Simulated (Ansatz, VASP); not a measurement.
# Pt: VASP beside Ansatz

One calculation is typed for both programs; each brings its own data sets and cutoff. How far apart do they land?

Method: plane waves, with VASP 6.6.1 beside it; relaxation of cell and atoms at PBEsol, in Ansatz 0.2.0.

### 1. Set-up

The structure is cubic, space group Fm-3m (No. 225). Conventional cell: a = 3.910 Å, b = 3.910 Å, c = 3.910 Å, α = 90.00°, β = 90.00°, γ = 90.00°. Pt has 12 Pt at 2.76 Å nearest.

Coordinates:

```cif
data_structure
_symmetry_space_group_name_H-M 'Fm-3m'
_symmetry_Int_Tables_number 225
_cell_length_a 3.9102
_cell_length_b 3.9102
_cell_length_c 3.9102
_cell_angle_alpha 90.000
_cell_angle_beta 90.000
_cell_angle_gamma 90.000
_cell_volume 59.79
loop_
_atom_site_label
_atom_site_type_symbol
_atom_site_symmetry_multiplicity
_atom_site_Wyckoff_symbol
_atom_site_fract_x
_atom_site_fract_y
_atom_site_fract_z
_atom_site_occupancy
Pt1 Pt 4 a 0.00000 0.00000 0.00000 1
```

### 2. Ansatz: relaxation of cell and atoms, PBEsol

Ansatz runs on its default PAW (the set named soft_2) files.

The relaxed volume is the usual yardstick between codes: its relative difference is about their pressure difference at one cell divided by the bulk modulus.

File input.yaml:

```yaml
crystal:
  lattice:
    - [0.0, 1.9551017907, 1.9551017907]
    - [1.9551017907, 0.0, 1.9551017907]
    - [1.9551017907, 1.9551017907, 0.0]
  atoms:
    - { symbol: Pt, position: [0.0, 0.0, 0.0] }
hamiltonian:
  xc: pbesol
  pseudopotentials: { kind: paw }
kpoints:
  mp_grid: { grid: [14, 14, 14] }
scf:
  occupations: { method: methfessel_paxton, width: 0.2 }
relax:
  f_tol: 0.01
  max_steps: 60
  cell: { stress_tol: 0.05 }
output:
  forces: true
  stress: true
  write_density: true
  write_potential: true
  elf: true
  volumetric_format: npy
```

Run with:

```
$ ansatz run input.yaml --threads 4 --pin off --max-ram 9216MiB --backend cpu --events-out ev --progress --plain --runs-dir out
```

Numbers of over 12 decimals in the logs are rounded to 6 here.

Log:

```text
Engine: ansatz 0.2.0, aarch64-unknown-linux-gnu
Pseudopotentials: kind: paw
Pseudopotential: Pt, paw, valence charge 18, recommended cutoff 420 eV (normal), Pt.paw.azcp
Functional definition: PBEsol
  exchange = pbesol_x
  correlation = pbesol_c
Crystal: 1 atoms, lattice volume = 14.946 Å³
Basis set: ecut = 420 eV, 283 PW (Γ), exchange–correlation on 40×40×40 points (8 copies of the dense FFT grid, shifted against one another)
Bands: 13, of which v1, the nominal top of the filled ones, is band 9 counted from 1 (8 counted from 0)
Symmetry: 48 space group operations
Space group: Fm-3m (ITA 225), of the structure as read, at distance tolerance 2.5e-5 Å
k-points: 104 of 2744
Non-local potential: Pt, projectors of the file, l = 0: 3, l = 1: 2, l = 2: 2, l = 3: 1
PAW form: soft (Blöchl's): semilocal exchange-correlation on the pseudo side does not see the compensation charge
PAW frozen core: Pt, regenerated for the run's functional, and the local potential with it (the file was generated under x = pbe(κ = 0.804, μ = 0.219515), c = pbe(β = 0.066725))
PAW one-centre angular grid: Pt, 590 points (default); XC on 64 Gauss nodes
Initial density: superposition of atomic densities (neutral atoms: chi_scale 0, normalization atom), corrected by the library's trained network
Initial wavefunctions: pseudopotential atomic-orbital guess
Functional: x = pbesol(κ = 0.804, μ = 0.123457), c = pbesol(β = 0.046)
SCF iter   1: F=—  HF=-12383.828146 eV  |F-HF|=—  |Δ(HF+E_count)|=         —  Δρ=7.00e-3  dr2=5.20e-3  ethr=1.77e-3  ⟨swp⟩=4.9  Hψ=6820  notcnv=0
preconditioner: auto → none  [metal: Δε(μ)=0.032 eV  Ē_g=14.307 eV  σ=0.200 eV  W_gap=0.14  n_scr=8 (ndim 8)  ℏωp=30.4 eV  f_vac=0.000  D(μ)=1.70/eV (n_scr^D=14)  sad-step TF]
SCF iter   2: F=—  HF=-12383.826860 eV  |F-HF|=—  |Δ(HF+E_count)|=   1.29e-3  S|Δr|=    0.00e0  Δρ=3.30e-3  dr2=1.05e-3  ethr=2.89e-5  ⟨swp⟩=1.8  Hψ=2405  notcnv=0
SCF iter   3: F=—  HF=-12383.826623 eV  |F-HF|=—  |Δ(HF+E_count)|=   2.38e-4  S|Δr|=    0.00e0  Δρ=3.74e-4  dr2=8.20e-6  ethr=5.84e-6  ⟨swp⟩=2.0  Hψ=1849  notcnv=0
SCF iter   4: F=—  HF=-12383.826630 eV  |F-HF|=—  |Δ(HF+E_count)|=   7.87e-6  S|Δr|=    0.00e0  Δρ=7.71e-5  dr2=2.27e-7  ethr=4.56e-8  ⟨swp⟩=2.6  Hψ=2283  notcnv=0
SCF iter   5: F=-12383.826631 eV  HF=-12383.826631 eV  |F-HF|=5.44e-9  |Δ(HF+E_count)|=   1.11e-7  S|Δr|=    0.00e0  Δρ=9.74e-6  dr2=9.66e-9  ethr=5.56e-10  ⟨swp⟩=6.7  Hψ=6645  notcnv=0
SCF 1 converged in 5 iterations: F = -12383.826631 eV  dr2 = 9.66e-9
  greatest PAW one-centre occupation: 1.000 electrons in one spin orbital (limit 2), on the Pt atom at site 0 (counted from 0), in its partial waves of l = 0
relax step   1: F+E_penalty+E_count = -12383.82663059 eV  Δ(F+E_penalty+E_count) = +0.000e0 eV  max|allowed force component| = 0.000e0 eV/Å  Δτ_max = 0.0000 Å  P = +1.587 GPa  Ω = 14.946 Å³  (5 SCF iters, dr2 threshold 1.00e-7 eV, accepted)
[...]
relax step   2: F+E_penalty+E_count = -12383.82572933 eV  Δ(F+E_penalty+E_count) = +9.013e-4 eV  max|allowed force component| = 0.000e0 eV/Å  Δτ_max = 0.0000 Å  P = -2.674 GPa  Ω = 15.172 Å³  energy of the carried Pulay correction = -9.001e-5 eV  (4 SCF iters, dr2 threshold 1.00e-7 eV, rejected (line search))
[...]
relax step   3: F+E_penalty+E_count = -12383.82699735 eV  Δ(F+E_penalty+E_count) = -3.668e-4 eV  max|allowed force component| = 0.000e0 eV/Å  Δτ_max = 0.0000 Å  P = -0.033 GPa  Ω = 15.029 Å³  energy of the carried Pulay correction = -3.337e-5 eV  (6 SCF iters, accepted)
[...]
relax step   4: F+E_penalty+E_count = -12383.82703046 eV  Δ(F+E_penalty+E_count) = -3.311e-5 eV  max|allowed force component| = 0.000e0 eV/Å  Δτ_max = 0.0000 Å  P = -0.035 GPa  Ω = 15.029 Å³  stress off target by 3.50e-2 GPa  SCF on the basis re-selected at this cell (its energy is not comparable with the rows above)  (4 SCF iters)
basis re-selected at this cell: Δ(F+E_penalty+E_count) = -3.311e-5 eV, ΔP = -0.002 GPa vs the last step (what re-selecting the basis moved, of the pressure what is left beyond the Pulay correction that the steps carried, after the strain that the cell walked since its last selection, with what the two solves' SCF thresholds leave and, on support functions, any second-order correction that the steps lacked; it is no measure of the basis error at this ecutwfc). This SCF's stress stands 3.50e-2 GPa from its target on what of the cell is left free (relax.cell.stress_tol is 5.00e-2 GPa) and its largest allowed force component is 0.00e0 eV/Å (relax.f_tol is 1.00e-2 eV/Å): [rest of the remark cut]
SCF converged after 4 iterations
Stability not checked: this state was not tested for a lower state beside it, because cold or Methfessel-Paxton smearing, or corrected tetrahedra, fill the levels in a way that the test cannot read (fill_not_monotonic; see scf.lower_state_search)
Free energy (F): -12383.827030 eV
Harris-Foulkes:  -12383.827030 eV  (|F-HF|=0.00e0)
Internal energy: -12383.826167 eV  (E = F + TS)
E sigma→0 (E₀):  -12383.826815 eV
Entropy (-TS):   -0.000863 eV (-0.863 meV/atom)
Fermi energy:    23.320087 eV
--- Per-component energies (eV) ---
  E_band       = -130.227339
  E_kinetic    = 638.084156
  E_local      = -1458.596847  (includes V_loc(G=0)·N_el)
  E_nonlocal   = 202.915201
  E_hartree    = 540.472748
  E_xc         = -260.498698
  E_vxc        = -302.622096  (∫ρ·V_xc dr)
  E_paw        = -9316.307717  (= ΣΔE_a)
  E_vpaw       = -290.953350  (= ΣTr[D̂ρ^β])
  E_aug_tail   = 0.000199  (compensation charges beyond the density's cutoff)
  E_ewald      = -2730.182190
  E_core_change = 0.286981  (= ΣΔE_core)
  E_smearing   = -0.000863  (= −TS)
  E_closure    = 0.000000  (closes the sum)
  Σ components = -12383.827030   (vs F -12383.827030, Δ=0.00e0)
--- Forces (eV/Å), atoms counted from 1 ---
  atom   1  Pt    -0.00000000    -0.00000000     0.00000000
  max |Σ_I F_I| component: 1.44e-32 eV/Å
--- Stress (GPa, compression-positive) ---
       -0.035029      -0.000000      -0.000000
       -0.000000      -0.035029      -0.000000
       -0.000000      -0.000000      -0.035029
  P = ⅓ Tr σ = -0.0350 GPa (-0.350 kbar)
--- Band table (eV; the first three rows and the last of 104) ---
  k-point 0: bands = [... 5 lower, 19.4950, 19.4950, 19.4950, 21.6936, 21.6936, 37.8853, 42.8413, 42.8413]
  k-point 1: bands = [... 5 lower, 19.4032, 19.5767, 19.5767, 21.6482, 21.6482, 38.2028, 41.8131, 43.1548]
  k-point 2: bands = [... 5 lower, 19.1938, 19.7671, 19.7671, 21.5809, 21.5809, 39.0005, 39.8829, 44.0470]
  k-point 103: bands = [... 5 lower, 18.1730, 19.3315, 21.4452, 23.8371, 30.4797, 30.6588, 32.4182, 35.3676]
--- Relaxed structure (3 steps of the walk, 2 accepted, 1 SCFs on fresh bases) ---
  F+E_penalty+E_count = -12383.82703046 eV   max|allowed force component| = 0.000e0 eV/Å   (the final SCF, on the basis selected at the relaxed cell)
  cell:  # Å, volume = 15.0295 Å³
    - [0, 1.958716, 1.958716]
    - [1.958716, 0, 1.958716]
    - [1.958716, 1.958716, 0]
  atoms:
    - { symbol: Pt, position: [0.0, 0.0, 0.0] }
```

Run time: 1.6 s. Hardware: 4 threads of Arm Neoverse V1, shared host; peak memory 0.3 GiB; 5 s of CPU time.

### 3. VASP: relaxation of cell and atoms, PBEsol

The same cell, functional, mesh and smearing now go to VASP, with its own data sets and cutoff.

Lines of VASP's logs that name or quote its potential files are left out, and so is its time.

File INCAR:

```
SYSTEM = Pt
PREC = Accurate
ENCUT = 350
EDIFF = 1E-08
NELM = 120
ISMEAR = 1
SIGMA = 0.2
LREAL = .FALSE.
ALGO = Fast
GGA = PS
NBANDS = 11
LORBIT = 11
LWAVE = .FALSE.
LCHARG = .FALSE.
KPAR = 4
IBRION = 1
NSW = 30
ISIF = 3
EDIFFG = -0.002
POTIM = 0.4
```

File POSCAR:

```
Pt
1.0
    0.0000000000      1.9551017907      1.9551017907
    1.9551017907      0.0000000000      1.9551017907
    1.9551017907      1.9551017907      0.0000000000
Pt
1
Direct
    0.0000000000      0.0000000000      0.0000000000
```

File KPOINTS:

```
Automatic mesh
0
Gamma
14 14 14
0 0 0
```

Potentials, in the order of the species: Pt (PBE family, release 64).

Run with:

```
$ mpirun -np 4 vasp_std
```

Log:

```text
[banner, memory and clock lines left out]
running    4 mpi-ranks, on    1 nodes
 distrk:  each k-point on    1 cores,    4 groups
 distr:  one band on    1 cores,    1 groups

 POSCAR found type information on POSCAR Pt
 POSCAR found :  1 types and       1 ions
|                                                                             |
|               ----> ADVICE to this user running VASP <----                  |
|                                                                             |
|     You enforced a specific xc type in the INCAR file but a different       |
|     [... a line on the potential file left out ...]
|     I HOPE YOU KNOW WHAT YOU ARE DOING!                                     |
|                                                                             |

 LDA part: xc-table for (Slater+PW92), standard interpolation
 POSCAR, INCAR and KPOINTS ok, starting setup
 FFT: planning ... GRIDC
 FFT: planning ... GRID_SOFT
 FFT: planning ... GRID
 WAVECAR not read
 entering main loop
       N       E                     dE             d eps       ncg     rms          rms(c)
DAV:   1     0.235137174923E+02    0.23514E+02   -0.42336E+03  2616   0.595E+02
DAV:   2    -0.707036899297E+01   -0.30584E+02   -0.29201E+02  2648   0.139E+02
DAV:   3    -0.742021893496E+01   -0.34985E+00   -0.34850E+00  2647   0.136E+01
DAV:   4    -0.742154625129E+01   -0.13273E-02   -0.13273E-02  2633   0.990E-01
DAV:   5    -0.742155646307E+01   -0.10212E-04   -0.10212E-04  2716   0.806E-02    0.136E+01
RMM:   6    -0.701934417884E+01    0.40221E+00   -0.39641E-01  2288   0.530E+00    0.698E+00
RMM:   7    -0.697408395818E+01    0.45260E-01   -0.77158E-02  2288   0.251E+00    0.254E+00
RMM:   8    -0.697016423258E+01    0.39197E-02   -0.80499E-03  2288   0.780E-01    0.631E-01
RMM:   9    -0.696990011245E+01    0.26412E-03   -0.79574E-04  2288   0.235E-01    0.569E-02
RMM:  10    -0.696991533106E+01   -0.15219E-04   -0.13211E-04  2288   0.808E-02    0.684E-02
RMM:  11    -0.696991585867E+01   -0.52761E-06   -0.19812E-05  2288   0.300E-02    0.133E-02
RMM:  12    -0.696991549424E+01    0.36443E-06   -0.80414E-06  2288   0.222E-02    0.492E-03
RMM:  13    -0.696991560992E+01   -0.11569E-06   -0.16392E-06  2284   0.801E-03    0.571E-03
RMM:  14    -0.696991564544E+01   -0.35511E-07   -0.20570E-07  2283   0.322E-03    0.804E-03
RMM:  15    -0.696991545671E+01    0.18873E-06   -0.99458E-08  2270   0.279E-03    0.241E-03
RMM:  16    -0.696991546262E+01   -0.59134E-08   -0.15041E-08  1753   0.108E-03
   1 F= -.69699155E+01 E0= -.69696425E+01  d E =-.696992E+01
 BRION: g(F)=  0.134E-62 g(S)=  0.247E-03
 bond charge predicted
       N       E                     dE             d eps       ncg     rms          rms(c)
DAV:   1    -0.697217801507E+01   -0.22626E-02   -0.50167E-02  2519   0.208E+00    0.344E-01
RMM:   2    -0.696990328516E+01    0.22747E-02   -0.24304E-03  2288   0.403E-01    0.140E-01
RMM:   3    -0.696976508537E+01    0.13820E-03   -0.27113E-04  2288   0.145E-01    0.726E-02
RMM:   4    -0.696976956399E+01   -0.44786E-05   -0.28422E-05  2288   0.439E-02    0.311E-03
RMM:   5    -0.696976986669E+01   -0.30270E-06   -0.39718E-06  2288   0.145E-02    0.251E-03
RMM:   6    -0.696976991445E+01   -0.47765E-07   -0.49708E-07  2272   0.527E-03    0.230E-03
RMM:   7    -0.696977026871E+01   -0.35426E-06   -0.38065E-07  2287   0.490E-03    0.279E-03
RMM:   8    -0.696977007043E+01    0.19828E-06   -0.20431E-07  2288   0.376E-03    0.522E-04
RMM:   9    -0.696977006874E+01    0.16975E-08   -0.15377E-08  1790   0.972E-04
   2 F= -.69697701E+01 E0= -.69694668E+01  d E =0.145394E-03
 BRION: g(F)=  0.147E-64 g(S)=  0.117E-02 retain N=  1 mean eig= 0.31
 eig:   0.314
 bond charge predicted
       N       E                     dE             d eps       ncg     rms          rms(c)
DAV:   1    -0.697108523870E+01   -0.13152E-02   -0.23550E-02  2414   0.142E+00    0.240E-01
RMM:   2    -0.697001107211E+01    0.10742E-02   -0.11339E-03  2288   0.276E-01    0.937E-02
RMM:   3    -0.696994850101E+01    0.62571E-04   -0.12979E-04  2288   0.100E-01    0.479E-02
RMM:   4    -0.696995476550E+01   -0.62645E-05   -0.14021E-05  2288   0.307E-02    0.204E-03
RMM:   5    -0.696995490155E+01   -0.13605E-06   -0.18973E-06  2287   0.102E-02    0.168E-03
RMM:   6    -0.696995494802E+01   -0.46473E-07   -0.27613E-07  2257   0.387E-03    0.157E-03
RMM:   7    -0.696995489404E+01    0.53981E-07   -0.16867E-07  2285   0.322E-03    0.179E-03
RMM:   8    -0.696995489145E+01    0.25889E-08   -0.87614E-08  2279   0.246E-03
   3 F= -.69699549E+01 E0= -.69696724E+01  d E =-.184823E-03
 BRION: g(F)=  0.117E-64 g(S)=  0.357E-06 retain N=  1 mean eig= 0.31
 eig:   0.309
 reached required accuracy - stopping structural energy minimisation
```

OUTCAR, selected parts (step 3):

```text
ion  position               nearest neighbor table
   1  0.000  0.000  0.000-

  LATTYP: Found a face centered cubic cell.
 ALAT       =     3.9102035814

 Subroutine GETGRP returns: Found 48 space group operations
 (whereof 48 operations were pure point group operations)

The static configuration has the point symmetry O_h .

 Found    104 irreducible k-points:

   k-points           NKPTS =    104   k-points in BZ     NKDIM =    104   number of bands    NBANDS=     11

   dimension x,y,z NGX =    18 NGY =   18 NGZ =   18
   dimension x,y,z NGXF=    36 NGYF=   36 NGZF=   36

   ENCUT  =  350.0 eV  25.72 Ry    5.07 a.u.   4.22  4.22  4.22*2*pi/ulx,y,z

   NELECT =      10.0000    total number of electrons

 k-points in reciprocal lattice and weights: Automatic mesh
   0.00000000  0.00000000  0.00000000       0.000
   0.07142857  0.00000000  0.00000000       0.003
   0.14285714  0.00000000  0.00000000       0.003
   0.21428571  0.00000000  0.00000000       0.003
   0.28571429  0.00000000  0.00000000       0.003
   0.35714286  0.00000000  0.00000000       0.003
   0.42857143  0.00000000  0.00000000       0.003
   0.50000000  0.00000000  0.00000000       0.001
   0.07142857  0.07142857  0.00000000       0.002
[...]
-0.28571429  0.42857143  0.21428571       0.009
  -0.28571429  0.50000000  0.21428571       0.004

 average (electrostatic) potential at core
       1 -62.7067

 E-fermi :  11.2223

 k-point     1 :       0.0000    0.0000    0.0000
  band No.  band energies     occupation
    ...
      2       7.3840      2.00000
      3       7.3840      2.00000
      4       7.3840      2.00000
      5       9.5998      2.00000
      6       9.5998      2.00000
      7      25.8396      0.00000
      8      30.8413      0.00000
      9      30.8413      0.00000
     10      30.8413      0.00000
     11      36.1675      0.00000

 k-point     2 :       0.0714    0.0000    0.0000
  band No.  band energies     occupation
    ...
      2       7.2913      2.00000
      3       7.4660      2.00000
      4       7.4660      2.00000
      5       9.5541      2.00000
      6       9.5541      2.00000
      7      26.1619      0.00000
      8      29.8028      0.00000
      9      31.1606      0.00000
     10      31.1606      0.00000
     11      37.2912      0.00000

 k-point     3 :       0.1429    0.0000    0.0000
  band No.  band energies     occupation
    ...
      2       7.0799      2.00000
      3       7.6568      2.00000
      4       7.6568      2.00000
      5       9.4855      2.00000
      6       9.4855      2.00000
      7      26.9717      0.00000
      8      27.8536      0.00000
      9      32.0691      0.00000
     10      32.0691      0.00000
     11      37.0111      0.00000

  Total        0.0017547      0.0017547      0.0017547      0.0000000      0.0000000      0.0000000
  in kB        0.1877828      0.1877828      0.1877828      0.0000000      0.0000000      0.0000000
  external PRESSURE =       0.1877828 kB  Pullay stress =       0.0000000 kB

  energy-cutoff  :      350.00
  volume of cell :       14.97
      direct lattice vectors                 reciprocal lattice vectors
    -0.000000000  1.956197742  1.956197742    -0.255597882  0.255597882  0.255597882
     1.956197742 -0.000000000  1.956197742     0.255597882 -0.255597882  0.255597882
     1.956197742  1.956197742 -0.000000000     0.255597882  0.255597882 -0.255597882

 POSITION                                       TOTAL-FORCE (eV/Angst)
 -----------------------------------------------------------------------------------
      0.00000     -0.00000     -0.00000        -0.000000     -0.000000     -0.000000
 -----------------------------------------------------------------------------------
    total drift:                                0.000000     -0.000000      0.000000

  FREE ENERGIE OF THE ION-ELECTRON SYSTEM (eV)
  ---------------------------------------------------
  free  energy   TOTEN  =        -6.9699548915 eV

  energy  without entropy=       -6.9691073556  energy(sigma->0) =       -6.96967238

 reached required accuracy - stopping structural energy minimisation

 total charge
# of ion       s       p       d       tot
------------------------------------------
    1        0.637   0.624   8.041   9.302

[... 3 further parts left out ...]
```

The run keeps the 48 symmetry operations of its start, so it cannot find a distortion of lower symmetry.

### 4. Differences

Known differences besides the potentials themselves: both relaxations stop at a tolerance, which leaves soft axes loose, and VASP keeps its plane-wave basis; the data sets hold 18 valence electrons in Ansatz (default PAW (the set named soft_2) files) and 10 in VASP; the cutoff is 420 eV in Ansatz and 350 eV in VASP; Ansatz makes its cores anew for this functional, VASP keeps those of its PBE data sets; VASP leaves aspherical gradient terms in its spheres out (LASPH is not set), Ansatz keeps them; Ansatz adds a Pulay correction to the stress that steers its cell, VASP none. Total energies have different zeros and are not compared.

The two programs side by side:

| quantity | Ansatz | VASP | difference |
| --- | --- | --- | --- |
| volume (Å³) | 15.03 | 14.97 | +0.39 % |
| edge a after relaxation, in the typed setting (Å) | 2.770 | 2.767 | +0.13 % |

The walks stopped with -0.04 GPa left in Ansatz and 0.02 GPa in VASP; each walk ends within a tolerance, so the volume difference is uncertain by about these residues over the bulk modulus, most in soft cells.

### 5. Outcome

```
difference in volume (relaxation of cell and atoms, PBEsol) : 0.39 %
```

What this shows: The difference in volume is 0.39 % (relaxation of cell and atoms, PBEsol), within the 1.2 % picked in this series as the mark of a large difference, as far as the stopping tolerances let one tell. Such differences can come from data sets, numerical settings and the points named under the comparisons, not from the functional's error against experiment.

[Lines on the potential files, build, host, timing and source positions are cut from VASP's logs without a mark.]

[Logs are printed without paths, hosts, clocks, repeated set-up lines and the standing remarks that a program may print on its own settings, such as how far it seeks lower states.]

[Hosts, paths, dates, database ids (printed as entryN), source tags and the programs' standing remarks are cut or masked in the printed files.]
